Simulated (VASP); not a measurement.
Data:

```xyz
2
Lattice="2.8996 0.0000 0.0000 0.0000 2.8996 0.0000 0.0000 0.0000 2.8996" Properties=species:S:1:pos:R:3 pbc="T T T"
B      0.0000     0.0000     0.0000
As     1.4498     1.4498     1.4498
```

Calculation: PBEsol GGA, VASP's PBE PAW potentials (set 64) (plane waves; VASP). Settings: 520 eV cut-off, Gaussian smearing of 0.050 eV, potentials B As.

Question: Estimate the band gap (along the path) with the smallest direct gap where there is one.

Answer: 
```yaml
band gap (along the path): none (metal, semimetal or under 0.01 eV)
```

Only differences to runs with the same potentials and settings are physical.

The structure was generated: BAs was put into the CsCl type type (Pm-3m), which need not be its known phase. It was relaxed first, which changed the volume by +33 %. VASP warned that the highest band is occupied, so more bands are needed.
